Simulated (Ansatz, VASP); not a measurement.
# Cross-check of Mg (Magnesium) between VASP and Ansatz, part 2 of 2

Wanted: the spread between two codes on one cell, functional and k mesh. The cell is taken from a series of runs on this material, whose earlier steps may have relaxed, scaled, displaced or heated it; both programs get it as it stands.

VASP 6.6.1 and Ansatz 0.2.0.

So far: Set-up; VASP: zone-centre phonons, LDA, pair 1; Ansatz: zone-centre phonons, LDA, pair 1; Differences.

## 5. Ansatz: zone-centre phonons, LDA, pair 2

Level of this step: Ansatz beside VASP: Kohn-Sham DFT, plane waves, LDA (Ansatz).

Second derivatives magnify differences that forces hide, and they need a tight electronic threshold. The cell compared in this pair holds 42.58 Å³, against 42.40 Å³ for the pair before.

The cell is taken from a series of runs on this material, whose earlier steps may have relaxed, scaled, displaced or heated it; both programs get it as it stands.

Input file input.yaml:

```yaml
crystal:
  lattice:
    - [3.1171979217, 0.0, 0.0]
    - [-1.5585989609, 2.6995725888, 0.0]
    - [0.0, 0.0, 5.0595466218]
  atoms:
    - { symbol: Mg, position: [0.3333333333, 0.6666666667, 0.25] }
    - { symbol: Mg, position: [0.6666666667, 0.3333333333, 0.75] }
kpoints:
  mp_grid: { grid: [15, 15, 8] }
hamiltonian:
  xc: lda
  pseudopotentials: { kind: paw, azcp: { folder: soft_1 }, xc_functional: pbe }
scf:
  occupations: { method: methfessel_paxton, width: 0.2 }
output:
  eigenvalues: true
phonons:
  method: dfpt
```

The run is started by

```sh
$ ansatz run input.yaml --threads 4 --pin off --max-ram 10240MiB --backend cpu --events-out ev --progress --plain --runs-dir out
```

Numbers of over 12 decimals in the logs are rounded to 6 here.

What it wrote:

```text
[...]
Crystal: 2 atoms, lattice volume = 42.577 Å³
Basis set: ecut = 420 eV, 833 PW (Γ), exchange–correlation on 48×48×72 points (8 copies of the dense FFT grid, shifted against one another)
Bands: 14, of which v1, the nominal top of the filled ones, is band 10 counted from 1 (9 counted from 0)
Symmetry: 24 space group operations
k-points: 320 of 1800 (irreducible under 4 space group operations, time reversal used)
[...]
k-point 1: bands = [... 6 lower, -36.5933, -36.5933, -1.1056, 3.1973, 6.0194, 17.3582, 17.4354, 17.4354]
  k-point 2: bands = [... 6 lower, -36.5940, -36.5940, -0.8292, 2.0583, 7.6270, 15.4012, 17.6348, 17.6348]
  k-point 319: bands = [... 6 lower, -36.6030, -36.6030, 3.5419, 3.5419, 8.6180, 8.6180, 10.1684, 10.1684]
[...]
ASR residual: 5.491e-6 → 0.000e0 eV/Å²; symmetrization residual: 1.780e-10 eV/Å²
  ASR residual per site (eV/Å²): 5.49e-6 5.49e-6
  Γ frequencies (cm⁻¹): 0.00 0.00 0.00 131.57 131.57 260.95
[...]
[key lines of the parts left out:]
SCF converged after 7 iterations
Free energy (F): -3803.206141 eV
Fermi energy:    6.044248 eV
```

## 6. VASP: zone-centre phonons, LDA, pair 2

The same cell, functional (in two slightly different forms), mesh and smearing now go to VASP, with its own data sets.

Input file INCAR:

```
SYSTEM = Mg
PREC = Accurate
ENCUT = 600
EDIFF = 1E-08
NELM = 120
ISMEAR = 1
SIGMA = 0.2
LREAL = .FALSE.
ALGO = Normal
GGA = CA
NBANDS = 8
LORBIT = 11
LWAVE = .FALSE.
LCHARG = .FALSE.
ISIF = 2
IBRION = 8
LASPH = .TRUE.
GGA_COMPAT = .FALSE.
KPAR = 2
```

Input file POSCAR:

```
Mg
1.0
    3.1171979217      0.0000000000      0.0000000000
   -1.5585989609      2.6995725888      0.0000000000
    0.0000000000      0.0000000000      5.0595466218
Mg
2
Direct
    0.3333333333      0.6666666667      0.2500000000
    0.6666666667      0.3333333333      0.7500000000
```

Input file KPOINTS:

```
Automatic mesh
0
Gamma
15 15 8
0 0 0
```

Potentials, in the order of the species: Mg (LDA family, release 64).

The run is started by

```sh
$ mpirun -np 2 vasp_std
```

What it wrote:

```text
[... set-up lines as in an earlier step ...]
 entering main loop
       N       E                     dE             d eps       ncg     rms          rms(c)
DAV:   1    -0.909370254989E+00   -0.90937E+00   -0.13601E+03  2160   0.391E+02
DAV:   2    -0.362683598206E+01   -0.27175E+01   -0.26449E+01  2944   0.234E+01
DAV:   3    -0.364140107449E+01   -0.14565E-01   -0.14562E-01  2896   0.224E+00
DAV:   4    -0.364143166079E+01   -0.30586E-04   -0.30587E-04  3112   0.875E-02
[...]
DAV:   9    -0.362022895288E+01    0.10201E-05   -0.71682E-07  2448   0.445E-03    0.593E-04
DAV:  10    -0.362022893405E+01    0.18827E-07   -0.27135E-09  3272   0.369E-04    0.120E-04
DAV:  11    -0.362022893420E+01   -0.14785E-09   -0.98453E-11  1544   0.819E-05
   1 F= -.36202289E+01 E0= -.36199093E+01  d E =-.958947E-03
 Linear response reoptimize wavefunctions to high precision
DAV:   1    -0.362022893420E+01   -0.28280E-11   -0.41384E-12  2136   0.114E-05
 Linear response DOF=           2
 Linear response progress:
  Degree of freedom:   1/  2
[...]
RMM:   8    -0.137538814452E-02    0.33741E-08    0.18450E-10 13456   0.214E-06    0.261E-07
 first order change of Fermi-energy   0.50387E-07
 force on displaced ion       1 direction 1 :  -0.780   0.000   0.000
 Linear response progress:
  Degree of freedom:   2/  2
       N       E                     dE             d eps       ncg     rms          rms(c)
RMM:   1    -0.139370847154E-01   -0.13937E-01   -0.76979E-02  6925   0.313E-01
RMM:   2    -0.431902554696E-02    0.96181E-02   -0.11241E-03  4745   0.406E-02    0.317E-02
RMM:   3    -0.419317872206E-02    0.12585E-03   -0.48577E-05  4778   0.132E-02    0.140E-02
RMM:   4    -0.422321606344E-02   -0.30037E-04   -0.13512E-05  4836   0.672E-03    0.522E-03
RMM:   5    -0.422334516670E-02   -0.12910E-06   -0.32215E-06  4914   0.271E-03    0.242E-04
RMM:   6    -0.422343787597E-02   -0.92709E-07    0.50838E-07  4964   0.270E-04    0.139E-04
RMM:   7    -0.422362201570E-02   -0.18414E-06   -0.53736E-08  5058   0.789E-05    0.704E-06
RMM:   8    -0.422365608163E-02   -0.34066E-07    0.39244E-08  5165   0.107E-05    0.259E-06
RMM:   9    -0.422364942478E-02    0.66568E-08   -0.12585E-09  4883   0.248E-06    0.767E-07
 first order change of Fermi-energy  -0.41135E-05
 force on displaced ion       1 direction 3 :  -0.000   0.000  -3.063
 Linear response finished
```

From OUTCAR (step 6):

```text
  Total        0.1467795      0.1467795     -0.0872562     -0.0000000      0.0000000      0.0000000
  in kB        5.5233805      5.5233805     -3.2834913     -0.0000000      0.0000000      0.0000000
  external PRESSURE =       2.5877566 kB  Pullay stress =       0.0000000 kB

 POSITION                                       TOTAL-FORCE (eV/Angst)
 -----------------------------------------------------------------------------------
     -0.00000      1.79972      1.26489        -0.000000     -0.000000      0.000000
      1.55860      0.89986      3.79466         0.000000      0.000000      0.000000
 -----------------------------------------------------------------------------------
    total drift:                                0.000000     -0.000000      0.000000

[... 1 part as in an earlier step ...]

[... 1 further part left out ...]
```

## 7. Differences

What differs besides the data sets and the points named for the pairs above, as far as they apply: the data sets hold 20 valence electrons in Ansatz (on its PAW soft_1 files) and 4 in VASP. Total energies have different zeros and are not compared.

The two programs side by side:

```csv
quantity,Ansatz,VASP,difference
optical mode 1 to 2 (cm⁻¹),131.6,132.1,-0.40 %
optical mode 3 (cm⁻¹),260.9,261.8,-0.33 %
```

Modes are paired by rising frequency, not by their patterns, so a pair may set unlike modes beside each other; they are those without the splitting of longitudinal modes.

## 8. What came out

| Property | Result |
| --- | --- |
| r.m.s. difference of the optical zone-centre modes, each program's sorted by frequency (zone-centre phonons, LDA, pair 1) | 0.86 cm⁻¹ |
| r.m.s. difference of the optical zone-centre modes, each program's sorted by frequency (zone-centre phonons, LDA, pair 2) | 0.66 cm⁻¹ |

**Reading.** The r.m.s. difference of the optical zone-centre modes, each program's sorted by frequency is 0.86 cm⁻¹ (zone-centre phonons, LDA, pair 1). The data sets hold unlike numbers of valence electrons (20 in Ansatz and 4 in VASP), so part of the differences comes from the potentials. Such differences can come from data sets, numerical settings and the points named under the comparisons, not from the functional's error against experiment.

[Lines on the potential files, build, host, timing and source positions are cut from VASP's logs without a mark.]

[Logs are printed without paths, hosts, clocks, repeated set-up lines and the standing remarks that a program may print on its own settings, such as how far it seeks lower states.]

[Hosts, paths, dates, database ids (printed as entryN), source tags and the programs' standing remarks are cut or masked in the printed files.]
